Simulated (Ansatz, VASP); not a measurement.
# TePb: VASP beside Ansatz

Wanted: the spread between two codes on one cell, functional and k mesh. The cell is taken from a series of runs on this material, whose earlier steps may have relaxed, scaled, displaced or heated it; both programs get it as it stands.

Program: Ansatz 0.2.0. Level of theory: plane waves, with VASP 6.6.1 beside it; zone-centre phonons at LDA. Results are calculated unless marked as measured.

## (1) Starting point

The structure is cubic, space group Fm-3m (No. 225). Conventional cell: a = 6.380 Å, b = 6.380 Å, c = 6.380 Å, α = 90.00°, β = 90.00°, γ = 90.00°. Te has 6 Pb at 3.19 Å nearest. Pb has 6 Te at 3.19 Å nearest. Farther neighbours and most contacts between anions are not listed.

Coordinates:

```xyz
2
Lattice="0.0000 3.1901 3.1901 3.1901 0.0000 3.1901 3.1901 3.1901 0.0000" Properties=species:S:1:pos:R:3 pbc="T T T"
Te    3.1901    3.1901    3.1901
Pb    0.0000    0.0000    0.0000
```

## (2) VASP: zone-centre phonons, LDA

Second derivatives magnify differences that forces hide, and they need a tight electronic threshold.

Lines of VASP's logs that name or quote its potential files are left out, and so is its time.

Contents of INCAR:

```
SYSTEM = TePb
PREC = Accurate
ENCUT = 500
EDIFF = 1E-08
NELM = 120
ISMEAR = -1
SIGMA = 0.03
LREAL = .FALSE.
ALGO = Normal
GGA = CA
NELECT = 19.987014
NBANDS = 15
LORBIT = 11
LWAVE = .FALSE.
LCHARG = .FALSE.
ISIF = 2
IBRION = 8
LASPH = .TRUE.
GGA_COMPAT = .FALSE.
KPAR = 2
```

Contents of POSCAR:

```
TePb
1.0
    0.0000000000      3.1901259286      3.1901259286
    3.1901259286      0.0000000000      3.1901259286
    3.1901259286      3.1901259286      0.0000000000
Te Pb
1 1
Direct
    0.5000000000      0.5000000000      0.5000000000
    0.0000000000      0.0000000000      0.0000000000
```

Contents of KPOINTS:

```
Automatic mesh
0
Gamma
24 24 24
0 0 0
```

PAW data sets: Te and Pb_d (LDA family, release 64).

Command:

```sh
> mpirun -np 2 vasp_std
```

Numbers of over 12 decimals in the logs are rounded to 6 here.

The log of the run:

```text
[banner, memory and clock lines left out]
running    2 mpi-ranks, on    1 nodes
 distrk:  each k-point on    1 cores,    2 groups
 distr:  one band on    1 cores,    1 groups

 POSCAR found type information on POSCAR TePb
 POSCAR found :  2 types and       2 ions
 LDA part: xc-table for (Slater(with rela. corr.)+CA(PZ))
 , standard interpolation
 POSCAR, INCAR and KPOINTS ok, starting setup
 FFT: planning ... GRIDC
 FFT: planning ... GRID_SOFT
 FFT: planning ... GRID
 WAVECAR not read
 entering main loop
       N       E                     dE             d eps       ncg     rms          rms(c)
DAV:   1     0.148637445376E+03    0.14864E+03   -0.85523E+03 12451   0.118E+03
DAV:   2     0.134087549151E+01   -0.14730E+03   -0.14380E+03 13062   0.319E+02
DAV:   3    -0.870291175136E+01   -0.10044E+02   -0.99717E+01 16352   0.893E+01
DAV:   4    -0.895477708690E+01   -0.25187E+00   -0.25177E+00 15357   0.169E+01
DAV:   5    -0.896357763604E+01   -0.88005E-02   -0.88004E-02 17947   0.269E+00BRMIX: very serious problems
 the old and the new charge density differ
 old charge density:    20.00000 new   19.98701
BRMIX: very serious problems
 the old and the new charge density differ
 old charge density:    20.00000 new   19.98701
    0.363E+00
DAV:   6    -0.885869075314E+01    0.10489E+00   -0.23420E-01 18487   0.402E+00    0.228E+00
DAV:   7    -0.885124106679E+01    0.74497E-02   -0.64522E-02 16502   0.146E+00    0.893E-01
DAV:   8    -0.885060474465E+01    0.63632E-03   -0.75272E-03 15589   0.925E-01    0.111E-01
DAV:   9    -0.885054562424E+01    0.59120E-04   -0.88065E-04 19095   0.306E-01    0.308E-02
DAV:  10    -0.885054081546E+01    0.48088E-05   -0.60120E-05 15562   0.661E-02    0.230E-02
DAV:  11    -0.885054169715E+01   -0.88170E-06   -0.12577E-05 17396   0.227E-02    0.767E-03
DAV:  12    -0.885054176423E+01   -0.67072E-07   -0.75805E-07 16268   0.994E-03    0.587E-03
DAV:  13    -0.885054174747E+01    0.16761E-07   -0.22823E-08 14679   0.142E-03    0.293E-03
DAV:  14    -0.885054173263E+01    0.14838E-07   -0.72312E-08 15878   0.259E-03    0.206E-04
DAV:  15    -0.885054173255E+01    0.77080E-10   -0.53497E-09 10007   0.438E-04
   1 F= -.88505417E+01 E0= -.88501708E+01  d E =-.741890E-03
 Linear response reoptimize wavefunctions to high precision
DAV:   1    -0.885054173251E+01    0.38426E-10   -0.44373E-10  9751   0.253E-04
 Linear response DOF=           2
 Linear response progress:
  Degree of freedom:   1/  2
       N       E                     dE             d eps       ncg     rms          rms(c)
RMM:   1    -0.511163619144E-01   -0.51116E-01    0.39414E-02 66287   0.986E-01
RMM:   2    -0.491096364331E-01    0.20067E-02   -0.11468E-03 56043   0.338E-01    0.553E-02
RMM:   3    -0.495485683816E-01   -0.43893E-03   -0.85471E-04 60213   0.152E-01    0.509E-02
RMM:   4    -0.496957217810E-01   -0.14715E-03   -0.46328E-05 56228   0.484E-02    0.254E-02
RMM:   5    -0.498165740606E-01   -0.12085E-03   -0.12989E-05 57639   0.256E-02    0.360E-03
RMM:   6    -0.498138310860E-01    0.27430E-05   -0.81221E-07 58210   0.798E-03    0.152E-03
RMM:   7    -0.498114642758E-01    0.23668E-05   -0.13247E-07 56060   0.275E-03    0.332E-04
RMM:   8    -0.498117216784E-01   -0.25740E-06   -0.12468E-08 58841   0.987E-04    0.334E-04
RMM:   9    -0.498117845883E-01   -0.62910E-07    0.16470E-09 60137   0.386E-04    0.292E-04
RMM:  10    -0.498113660643E-01    0.41852E-06    0.45151E-09 58195   0.159E-04    0.484E-05
RMM:  11    -0.498114576243E-01   -0.91560E-07    0.40412E-09 56923   0.814E-05    0.399E-05
RMM:  12    -0.498114615045E-01   -0.38802E-08    0.73976E-09 62487   0.366E-05    0.167E-05
 first order change of Fermi-energy   0.62206E-03
 force on displaced ion       1 direction 1 :  -0.735   0.000   0.000
 Linear response progress:
  Degree of freedom:   2/  2
       N       E                     dE             d eps       ncg     rms          rms(c)
RMM:   1    -0.335803518989E+00   -0.33580E+00   -0.22419E-01 44804   0.539E+00
RMM:   2    -0.337409197301E+00   -0.16057E-02   -0.71959E-03 49901   0.827E-01    0.638E-02
RMM:   3    -0.337251065671E+00    0.15813E-03   -0.77747E-04 56112   0.240E-01    0.368E-02
RMM:   4    -0.336969052818E+00    0.28201E-03   -0.72151E-05 53431   0.818E-02    0.422E-03
RMM:   5    -0.336968441599E+00    0.61122E-06   -0.11821E-05 56323   0.273E-02    0.159E-03
RMM:   6    -0.336973317699E+00   -0.48761E-05   -0.21181E-06 56271   0.109E-02    0.709E-04
RMM:   7    -0.336971408159E+00    0.19095E-05   -0.25294E-07 55698   0.347E-03    0.262E-04
RMM:   8    -0.336972640022E+00   -0.12319E-05   -0.67195E-08 56791   0.146E-03    0.489E-05
RMM:   9    -0.336972853983E+00   -0.21396E-06   -0.17844E-08 56888   0.628E-04    0.103E-05
RMM:  10    -0.336973089400E+00   -0.23542E-06   -0.45615E-09 57469   0.306E-04    0.874E-06
RMM:  11    -0.336973113392E+00   -0.23991E-07   -0.28694E-09 57644   0.166E-04    0.760E-06
RMM:  12    -0.336973099046E+00    0.14346E-07   -0.65519E-09 57579   0.100E-04    0.306E-06
RMM:  13    -0.336973073551E+00    0.25495E-07   -0.53941E-09 57085   0.704E-05    0.198E-06
RMM:  14    -0.336973071238E+00    0.23125E-08   -0.60062E-09 54351   0.536E-05    0.879E-07
 first order change of Fermi-energy  -0.16574E-03
 force on displaced ion       2 direction 1 :  -0.738   0.000   0.000
 Linear response finished
```

From OUTCAR (step 2):

```text
NELECT = 19.987014

 ion  position               nearest neighbor table
   1  0.500  0.500  0.500-   2 3.19   2 3.19   2 3.19   2 3.19   2 3.19   2 3.19
   2  0.000  0.000  0.000-   1 3.19   1 3.19   1 3.19   1 3.19   1 3.19   1 3.19

  LATTYP: Found a face centered cubic cell.
 ALAT       =     6.3802518572

 Subroutine GETGRP returns: Found 48 space group operations
 (whereof 48 operations were pure point group operations)

The static configuration has the point symmetry O_h .

 Found    413 irreducible k-points:

   k-points           NKPTS =    413   k-points in BZ     NKDIM =    413   number of bands    NBANDS=     15

   dimension x,y,z NGX =    36 NGY =   36 NGZ =   36
   dimension x,y,z NGXF=    72 NGYF=   72 NGZF=   72

   ENCUT  =  500.0 eV  36.75 Ry    6.06 a.u.   8.23  8.23  8.23*2*pi/ulx,y,z

 k-points in reciprocal lattice and weights: Automatic mesh
   0.00000000  0.00000000  0.00000000       0.000
   0.04166667  0.00000000  0.00000000       0.001
   0.08333333  0.00000000  0.00000000       0.001
   0.12500000  0.00000000  0.00000000       0.001
   0.16666667  0.00000000  0.00000000       0.001
   0.20833333  0.00000000  0.00000000       0.001
   0.25000000  0.00000000  0.00000000       0.001
   0.29166667  0.00000000  0.00000000       0.001
   0.33333333  0.00000000  0.00000000       0.001
[...]
-0.29166667  0.50000000  0.20833333       0.001
  -0.25000000  0.50000000  0.25000000       0.000

 average (electrostatic) potential at core
       1 -88.7979       2 -91.2977

  Total       -0.1406659     -0.1406659     -0.1406659      0.0000000      0.0000000      0.0000000
  in kB       -3.4709301     -3.4709301     -3.4709301      0.0000000      0.0000000      0.0000000
  external PRESSURE =      -3.4709301 kB  Pullay stress =       0.0000000 kB

  energy-cutoff  :      500.00
  volume of cell :       64.93
      direct lattice vectors                 reciprocal lattice vectors
     0.000000000  3.190125929  3.190125929    -0.156733625  0.156733625  0.156733625
     3.190125929  0.000000000  3.190125929     0.156733625 -0.156733625  0.156733625
     3.190125929  3.190125929  0.000000000     0.156733625  0.156733625 -0.156733625

 POSITION                                       TOTAL-FORCE (eV/Angst)
 -----------------------------------------------------------------------------------
      3.19013      3.19013      3.19013         0.000000      0.000000     -0.000000
      0.00000      0.00000      0.00000         0.000000      0.000000      0.000000
 -----------------------------------------------------------------------------------
    total drift:                               -0.000000      0.000000      0.000000

 Eigenvectors and eigenvalues of the dynamical matrix
 ----------------------------------------------------

   1 f  =    1.509497 THz     9.484451 2PiTHz   50.351411 cm-1     6.242777 meV
             X         Y         Z           dx          dy          dz
      3.190126  3.190126  3.190126     0.000000    0.786030    0.000000
      0.000000  0.000000  0.000000     0.000000   -0.618188    0.000000

   2 f  =    1.509497 THz     9.484451 2PiTHz   50.351411 cm-1     6.242777 meV
             X         Y         Z           dx          dy          dz
      3.190126  3.190126  3.190126     0.786030    0.000000    0.000000
      0.000000  0.000000  0.000000    -0.618188    0.000000    0.000000

   3 f  =    1.509497 THz     9.484451 2PiTHz   50.351411 cm-1     6.242777 meV
             X         Y         Z           dx          dy          dz
      3.190126  3.190126  3.190126     0.000000    0.000000    0.786030
      0.000000  0.000000  0.000000     0.000000    0.000000   -0.618188

   4 f/i=    0.001606 THz     0.010093 2PiTHz    0.053583 cm-1     0.006643 meV
             X         Y         Z           dx          dy          dz
      3.190126  3.190126  3.190126    -0.618188    0.000000    0.000000
      0.000000  0.000000  0.000000    -0.786030    0.000000    0.000000

   5 f/i=    0.001606 THz     0.010093 2PiTHz    0.053583 cm-1     0.006643 meV
             X         Y         Z           dx          dy          dz
      3.190126  3.190126  3.190126     0.000000   -0.618188    0.000000
      0.000000  0.000000  0.000000     0.000000   -0.786030    0.000000

   6 f/i=    0.001606 THz     0.010093 2PiTHz    0.053583 cm-1     0.006643 meV
             X         Y         Z           dx          dy          dz
      3.190126  3.190126  3.190126     0.000000    0.000000   -0.618188
      0.000000  0.000000  0.000000     0.000000    0.000000   -0.786030

 ELASTIC MODULI CONTR FROM IONIC RELAXATION (kBar)
 Direction    XX          YY          ZZ          XY          YZ          ZX
 --------------------------------------------------------------------------------
 XX           0.0000      0.0000      0.0000      0.0000      0.0000      0.0000
 YY           0.0000      0.0000      0.0000      0.0000      0.0000      0.0000
 ZZ           0.0000      0.0000      0.0000      0.0000      0.0000      0.0000
 XY           0.0000      0.0000      0.0000      0.0000      0.0000      0.0000
 YZ           0.0000      0.0000      0.0000      0.0000      0.0000      0.0000
 ZX           0.0000      0.0000      0.0000      0.0000      0.0000      0.0000
 --------------------------------------------------------------------------------
```

The cell is charged against a uniform background.

## (3) Ansatz: zone-centre phonons, LDA

Ansatz runs on its PAW soft_1 files.

The same cell, functional (in two slightly different forms), mesh and smearing now go to Ansatz, which takes its cutoff from its data sets.

Contents of input.yaml:

```yaml
crystal:
  lattice:
    - [0.0, 3.1901259286, 3.1901259286]
    - [3.1901259286, 0.0, 3.1901259286]
    - [3.1901259286, 3.1901259286, 0.0]
  atoms:
    - { symbol: Te, position: [0.5, 0.5, 0.5] }
    - { symbol: Pb, position: [0.0, 0.0, 0.0] }
total_charge: 0.012986
kpoints:
  mp_grid: { grid: [24, 24, 24] }
hamiltonian:
  xc: lda
  pseudopotentials: { kind: paw, azcp: { folder: soft_1 }, xc_functional: pbe }
scf:
  occupations: { method: fermi_dirac, width: 0.03 }
output:
  eigenvalues: true
phonons:
  method: dfpt
```

Command:

```sh
> ansatz run input.yaml --threads 8 --pin off --max-ram 16384MiB --backend cpu --events-out ev --progress --plain --runs-dir out
```

The log of the run:

```text
Engine: ansatz 0.2.0, x86_64-unknown-linux-gnu
Pseudopotentials: kind: paw
Pseudopotential: Te, paw, valence charge 16, recommended cutoff 420 eV (normal), soft_1/Te.paw.azcp
Pseudopotential: Pb, paw, valence charge 14, recommended cutoff 420 eV (normal), soft_1/Pb.paw.azcp
Functional definition: SPW92
  exchange = slater_x
  correlation = pw_c
Crystal: 2 atoms, lattice volume = 64.931 Å³
Basis set: ecut = 420 eV, 1243 PW (Γ), exchange–correlation on 64×64×64 points (8 copies of the dense FFT grid, shifted against one another)
Bands: 19, of which v1, the nominal top of the filled ones, is band 15 counted from 1 (14 counted from 0)
Symmetry: 48 space group operations
k-points: 1063 of 13824 (irreducible under 8 space group operations, time reversal used)
Non-local potential: Te, projectors of the file, l = 0: 2, l = 1: 2, l = 2: 2, l = 3: 1
Non-local potential: Pb, projectors of the file, l = 0: 2, l = 1: 2, l = 2: 2, l = 3: 1
PAW form: soft (Blöchl's): semilocal exchange-correlation on the pseudo side does not see the compensation charge
PAW frozen core: Te, regenerated for the run's functional, and the local potential with it (the file was generated under x = pbe(κ = 0.804, μ = 0.219515), c = pbe(β = 0.066725))
PAW frozen core: Pb, regenerated for the run's functional, and the local potential with it (the file was generated under x = pbe(κ = 0.804, μ = 0.219515), c = pbe(β = 0.066725))
PAW one-centre angular grid: Te, 590 points (default); XC on 64 Gauss nodes
PAW one-centre angular grid: Pb, 590 points (default); XC on 64 Gauss nodes
Initial density: superposition of atomic densities (chi_scale 0.1, normalization cell, long waves kept (reshape's long-wave potential 0.00 eV rms))
Initial wavefunctions: pseudopotential atomic-orbital guess
Functional: x = slater, c = lda
SCF iter   1: F=—  HF=-18432.641361 eV  |F-HF|=—  |Δ(HF+E_count)|=         —  Δρ=2.55e-2  dr2=1.16e0  ethr=3.10e-3  ⟨swp⟩=8.0  Hψ=121281  notcnv=0
preconditioner: auto → Kerker (q_TF=auto, 2.399 Å⁻¹)  [metal: Δε(μ)=0.044 eV  Ē_g=14.317 eV  σ=0.030 eV  W_gap=0.35  n_scr=14 (ndim 8)  ℏωp=20.6 eV  f_vac=0.000  D(μ)=0.16/eV (n_scr^D=0)]
SCF iter   2: F=—  HF=-18432.390289 eV  |F-HF|=—  |Δ(HF+E_count)|=   2.51e-1  Δρ=1.51e-2  dr2=4.21e-1  ethr=3.10e-3  ⟨swp⟩=2.4  Hψ=33387  notcnv=0
SCF iter   3: F=—  HF=-18432.245111 eV  |F-HF|=—  |Δ(HF+E_count)|=   1.45e-1  Δρ=2.53e-3  dr2=2.85e-3  ethr=1.40e-3  ⟨swp⟩=3.0  Hψ=32356  notcnv=0
SCF iter   4: F=—  HF=-18432.247917 eV  |F-HF|=—  |Δ(HF+E_count)|=   2.81e-3  Δρ=9.21e-4  dr2=4.31e-4  ethr=9.50e-6  ⟨swp⟩=2.0  Hψ=43618  notcnv=0
SCF iter   5: F=—  HF=-18432.247923 eV  |F-HF|=—  |Δ(HF+E_count)|=   5.70e-6  Δρ=2.12e-4  dr2=3.84e-5  ethr=1.44e-6  ⟨swp⟩=2.3  Hψ=35855  notcnv=0
SCF iter   6: F=—  HF=-18432.247933 eV  |F-HF|=—  |Δ(HF+E_count)|=   9.97e-6  Δρ=4.10e-5  dr2=1.72e-6  ethr=1.28e-7  ⟨swp⟩=2.0  Hψ=25241  notcnv=0
SCF iter   7: F=—  HF=-18432.247933 eV  |F-HF|=—  |Δ(HF+E_count)|=   3.58e-8  Δρ=1.26e-5  dr2=1.78e-7  ethr=5.75e-9  ⟨swp⟩=2.9  Hψ=35257  notcnv=0
SCF iter   8: F=—  HF=-18432.247933 eV  |F-HF|=—  |Δ(HF+E_count)|=   5.08e-8  Δρ=4.86e-6  dr2=2.86e-8  ethr=5.92e-10  ⟨swp⟩=2.9  Hψ=31041  notcnv=0
SCF iter   9: F=—  HF=-18432.247933 eV  |F-HF|=—  |Δ(HF+E_count)|=   8.14e-9  Δρ=1.11e-6  dr2=1.03e-9  ethr=9.55e-11  ⟨swp⟩=2.0  Hψ=30869  notcnv=0
SCF iter  10: F=—  HF=-18432.247933 eV  |F-HF|=—  |Δ(HF+E_count)|=  1.75e-10  Δρ=2.91e-7  dr2=4.43e-11  ethr=3.44e-12  ⟨swp⟩=2.6  Hψ=32223  notcnv=0
SCF iter  11: F=-18432.247933 eV  HF=-18432.247933 eV  |F-HF|=3.64e-12  |Δ(HF+E_count)|=  1.09e-11  Δρ=4.36e-8  dr2=8.71e-13  ethr=1.00e-12  ⟨swp⟩=7.0  Hψ=106587  notcnv=0
SCF 1 converged in 11 iterations: F = -18432.247933 eV  dr2 = 8.71e-13
  greatest PAW one-centre occupation: 0.999 electrons in one spin orbital (limit 2), on the Te atom at site 0 (counted from 0), in its partial waves of l = 2
DFPT response loops at Γ: preconditioner auto → Kerker (q_TF=auto, 2.399 Å⁻¹) (partly filled bands, converged f_vac=0.009); β = 1.00, the filter's whole step (`scf.mixing.beta` (0.50) is not read by the response loops under this deck's `scf.mixing.preconditioner`; to damp them name `kerker` or `kerker_dos`, under which they read `scf.mixing.beta`, and type it under 1.00, their step now; both keys bind the ground state too); Broyden in place of MSR1
SCF converged after 11 iterations
Free energy (F): -18432.247933 eV
Harris-Foulkes:  -18432.247933 eV  (|F-HF|=3.64e-12)
Internal energy: -18432.247178 eV  (E = F + TS)
E sigma→0 (E₀):  -18432.247555 eV
Entropy (-TS):   -0.000755 eV (-0.377 meV/atom)
Fermi energy:    8.894536 eV
--- Per-component energies (eV) ---
  E_band       = -307.772426
  E_kinetic    = 466.903749
  E_local      = -2669.399248  (includes V_loc(G=0)·N_el)
  E_nonlocal   = 381.230648
  E_hartree    = 1212.473751
  E_xc         = -327.125531
  E_vxc        = -242.302822  (∫ρ·V_xc dr)
  E_paw        = -14607.458918  (= ΣΔE_a)
  E_vpaw       = -669.152308  (= ΣTr[D̂ρ^β])
  E_aug_tail   = 0.000065  (compensation charges beyond the density's cutoff)
  E_ewald      = -2889.472713
  E_core_change = 0.601018  (= ΣΔE_core)
  E_smearing   = -0.000755  (= −TS)
  E_closure    = -0.000000  (closes the sum)
  E_deformation_potential = 0.190124  (in the stress; not in F)
  Σ components = -18432.247933   (vs F -18432.247933, Δ=0.00e0)
--- Band table (eV; the first three rows and the last of 1063) ---
  k-point 0: bands = [... 11 lower, 3.4095, 7.5831, 7.5831, 7.5831, 13.1037, 13.1037, 13.1037, 14.8317]
  k-point 1: bands = [... 11 lower, 3.3513, 7.5878, 7.5878, 7.6182, 12.9869, 13.0211, 13.0211, 14.7786]
  k-point 2: bands = [... 11 lower, 3.1851, 7.6021, 7.6021, 7.7156, 12.6889, 12.7995, 12.7995, 14.6803]
  k-point 1062: bands = [... 11 lower, 0.8383, 5.0086, 5.0086, 8.6614, 10.6212, 14.2593, 14.2593, 15.9578]
--- Phonons (Γ-DFPT): 2 representative perturbations + reference, on 1063 of 13824 k-points (Σ response iterations 6) ---
  k mesh reduced under 8 symmetry operations, with k and −k counted as one. Each operation leaves every solved perturbation unchanged. A smaller set is not used because it would not reduce the number of displacements times k-points to solve
  ASR residual: 7.646e-5 → 0.000e0 eV/Å²; symmetrization residual: 1.659e-5 eV/Å²
  ASR residual per site (eV/Å²): 1.69e-5 7.65e-5
  Γ frequencies (cm⁻¹): 0.00 0.00 0.00 48.47 48.47 48.47
  non-analytic LO–TO correction: not included (Born effective charges unavailable; polar crystals: no LO–TO splitting at Γ)
```

The column dr2 measures how far the density is from self-consistency, as an energy; F and HF (Harris–Foulkes) agree once it is small.

## (4) Side by side

Known differences besides the potentials themselves: the two LDA forms differ slightly; the cutoff is 420 eV in Ansatz and 500 eV in VASP; VASP's log shows a relativistic correction to its local exchange, Ansatz's none. Total energies have different zeros and are not compared.

Compared:

```csv
quantity,Ansatz,VASP,difference
optical mode 1 to 3 (cm⁻¹),48.5,50.4,-1.9
```

Modes are paired by rising frequency, not by their patterns, so a pair may set unlike modes beside each other; they are those without the splitting of longitudinal modes. The cell carries a charge of +0.012986 e against a uniform background, so its pressure also hangs on how the neutralising background is counted, and in a defect's cell a gap may be the spacing between its levels.

## (5) Summary of results

```yaml
r_m_s_difference_of_the_optical_zone_centre_modes_each_program_s_sorted_by_frequency_zone_centre_phonons_lda: 1.9 cm⁻¹
```

In words: The r.m.s. difference of the optical zone-centre modes, each program's sorted by frequency is 1.9 cm⁻¹ (zone-centre phonons, LDA). The data sets hold unlike numbers of valence electrons (29.987 in Ansatz and 19.987 in VASP), so part of the differences comes from the potentials. How closely two codes agree says nothing of how well the functional describes the real material.

[Lines on the potential files, build, host, timing and source positions are cut from VASP's logs without a mark.]

[Logs are printed without paths, hosts, clocks, repeated set-up lines and the standing remarks that a program may print on its own settings, such as how far it seeks lower states.]

[Hosts, paths, dates, database ids (printed as entryN), source tags and the programs' standing remarks are cut or masked in the printed files.]
